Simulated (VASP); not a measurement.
Method: PBEsol GGA, VASP's PBE PAW potentials (set 64) (plane waves; VASP 6.6.1).

Input for VASP

**INCAR**
```
LREAL = F   ! projection in real space or not
NELM = 100   ! most electronic steps
PREC = Accurate
GGA = PS
EDIFF = 1E-7   ! SCF stop (eV)
SYSTEM = LiH
ALGO = Normal   ! blocked Davidson
ISMEAR = 0
LCHARG = F
ENCUT = 600   ! plane-wave cut-off (eV)
SIGMA = 0.05
LASPH = T   ! aspherical one-centre terms
LWAVE = F
ISIF = 2   ! forces and stress, cell fixed
```

### KPOINTS
```
K-points
0
gamma
10 10 10
```

POSCAR:
```
LiH
1.0
  0.0000000000   1.9879338360   2.0177528435
  2.0177528435   0.0000000000   2.0177528435
  2.0177528435   1.9879338360   0.0000000000
Li H
1 1
Cartesian
  0.0000000000   0.0000000000   0.0000000000
  2.0177528435   1.9879338360   2.0177528435
```

POTCAR, in this order: Li_sv H (PBE.64 set). Program: vasp_std.

What VASP printed:

### OSZICAR
```
       N       E                     dE             d eps       ncg     rms          rms(c)
DAV:   1    -0.114617966828E+01   -0.11462E+01   -0.15907E+03  1242   0.657E+02
DAV:   2    -0.625159235498E+01   -0.51054E+01   -0.50517E+01  1788   0.701E+01
DAV:   3    -0.634186905864E+01   -0.90277E-01   -0.90277E-01  1392   0.911E+00
DAV:   4    -0.634343641982E+01   -0.15674E-02   -0.15674E-02  1716   0.104E+00
DAV:   5    -0.634344846688E+01   -0.12047E-04   -0.12047E-04  1464   0.653E-02    0.269E+00
DAV:   6    -0.617446742756E+01    0.16898E+00   -0.14872E-01  1416   0.172E+00    0.134E+00
DAV:   7    -0.611847090694E+01    0.55997E-01   -0.18526E-01  1572   0.216E+00    0.203E-01
DAV:   8    -0.611978267921E+01   -0.13118E-02   -0.54613E-03  1380   0.679E-01    0.374E-02
DAV:   9    -0.611975229427E+01    0.30385E-04   -0.23349E-04  1842   0.854E-02    0.126E-02
DAV:  10    -0.611975255419E+01   -0.25992E-06   -0.62831E-06  1320   0.250E-02    0.249E-03
DAV:  11    -0.611975192380E+01    0.63039E-06   -0.41716E-07  1692   0.763E-03    0.968E-04
DAV:  12    -0.611975111503E+01    0.80877E-06   -0.31026E-08   774   0.170E-03    0.131E-03
DAV:  13    -0.611975153999E+01   -0.42496E-06   -0.17149E-08   756   0.163E-03    0.100E-04
DAV:  14    -0.611975155741E+01   -0.17419E-07   -0.14125E-09   630   0.453E-04
   1 F= -.61197516E+01 E0= -.61197516E+01  d E =-.829148E-28
```

**OUTCAR**
```
------------------------ aborting loop because EDIFF is reached ----------------------------------------
  FORCE on cell =-STRESS in cart. coord.  units (eV):
  Direction    XX          YY          ZZ          XY          YZ          ZX
  --------------------------------------------------------------------------------------
  Total       -0.1462973     -0.0341051     -0.1462973      0.0000000     -0.0000000      0.0000000
  in kB      -14.4803443     -3.3756822    -14.4803443      0.0000000     -0.0000000      0.0000000
  external PRESSURE =     -10.7787902 kB  Pullay stress =       0.0000000 kB
  volume of cell :       16.19
      direct lattice vectors                 reciprocal lattice vectors
     0.000000000  1.987933836  2.017752843    -0.247800419  0.251517425  0.247800419
     2.017752843  0.000000000  2.017752843     0.247800419 -0.251517425  0.247800419
     2.017752843  1.987933836  0.000000000     0.247800419  0.251517425 -0.247800419
  FREE ENERGIE OF THE ION-ELECTRON SYSTEM (eV)
  ---------------------------------------------------
  free  energy   TOTEN  =        -6.1197515574 eV

  energy  without entropy=       -6.1197515574  energy(sigma->0) =       -6.11975156
```
(Selected blocks of OUTCAR.)

The compound is LiH in the rock salt structure. This cell was strained or had an atom moved on purpose.
